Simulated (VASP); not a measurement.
Level of theory: vdW-DF2, VASP's PBE PAW potentials (set 64) (plane waves; VASP 6.6.1).

VASP input:

INCAR:
```
# general
SYSTEM  =Li
PREC    =Accurate
ENCUT   =520
LREAL   =.FALSE.
LASPH   =.TRUE.

# electronic loop
EDIFF   =1E-6
NELM    =100
ALGO    =Normal

# smearing
ISMEAR  =1
SIGMA   =0.1

# functional
GGA     =ML
LUSE_VDW=.TRUE.
AGGAC   =0.0
ZAB_VDW =-1.8867

# ions
IBRION  =2
NSW     =60
ISIF    =3
EDIFFG  =-0.01

# output
LWAVE   =.FALSE.
LCHARG  =.FALSE.
```

File POSCAR:
```
Li
1.0
 -1.6939970076   1.6939970076   1.6939970076
  1.6939970076  -1.6939970076   1.6939970076
  1.6939970076   1.6939970076  -1.6939970076
Li
1
Cartesian
  0.0000000000   0.0000000000   0.0000000000
```

**KPOINTS**
```
Automatic mesh
0
Gamma
14 14 14
0 0 0
```

POTCAR, in this order: Li_sv (PBE.64 set). Program: vasp_std.

Output of the run:

**OSZICAR**
```
       N       E                     dE             d eps       ncg     rms          rms(c)
DAV:   1     0.153923247290E+01    0.15392E+01   -0.70995E+02  1045   0.412E+02
DAV:   2    -0.899667751301E+00   -0.24389E+01   -0.23249E+01  1465   0.595E+01
DAV:   3    -0.102969658770E+01   -0.13003E+00   -0.12977E+00  1350   0.969E+00
DAV:   4    -0.103259543442E+01   -0.28988E-02   -0.28989E-02  1310   0.147E+00
DAV:   5    -0.103266753951E+01   -0.72105E-04   -0.72105E-04  1415   0.171E-01    0.196E-01
DAV:   6    -0.103294935188E+01   -0.28181E-03   -0.36768E-04  1400   0.212E-01    0.123E-01
DAV:   7    -0.103400748356E+01   -0.10581E-02   -0.87477E-04  1285   0.341E-01    0.824E-03
DAV:   8    -0.103402906740E+01   -0.21584E-04   -0.45334E-05  1180   0.592E-02    0.425E-03
DAV:   9    -0.103403084308E+01   -0.17757E-05   -0.39378E-06  1470   0.161E-02    0.988E-04
DAV:  10    -0.103403066428E+01    0.17879E-06   -0.10129E-07   620   0.415E-03
   1 F= -.10340307E+01 E0= -.10337353E+01  d E =-.103403E+01
```

**OUTCAR**
```
------------------------ aborting loop because EDIFF is reached ----------------------------------------
  FORCE on cell =-STRESS in cart. coord.  units (eV):
  Direction    XX          YY          ZZ          XY          YZ          ZX
  --------------------------------------------------------------------------------------
  Total       -0.0026410     -0.0026410     -0.0026410      0.0000000      0.0000000     -0.0000000
  in kB       -0.2176092     -0.2176092     -0.2176092      0.0000000      0.0000000     -0.0000000
  external PRESSURE =      -0.2176092 kB  Pullay stress =       0.0000000 kB
  volume of cell :       19.44
      direct lattice vectors                 reciprocal lattice vectors
    -1.693997008  1.693997008  1.693997008     0.000000000  0.295159907  0.295159907
     1.693997008 -1.693997008  1.693997008     0.295159907  0.000000000  0.295159907
     1.693997008  1.693997008 -1.693997008     0.295159907  0.295159907  0.000000000
 POSITION                                       TOTAL-FORCE (eV/Angst)
 -----------------------------------------------------------------------------------
      0.00000      0.00000      0.00000        -0.000000      0.000000      0.000000
 -----------------------------------------------------------------------------------
    total drift:                               -0.000000      0.000000     -0.000000
  FREE ENERGIE OF THE ION-ELECTRON SYSTEM (eV)
  ---------------------------------------------------
  free  energy   TOTEN  =        -1.0340306643 eV

  energy  without entropy=       -1.0331445809  energy(sigma->0) =       -1.03373530

 reached required accuracy - stopping structural energy minimisation
```
(Selected blocks of OUTCAR.)

The compound is Li in the bcc structure. It was relaxed first, which changed the volume by -9 %. The start is the result of an earlier pass.
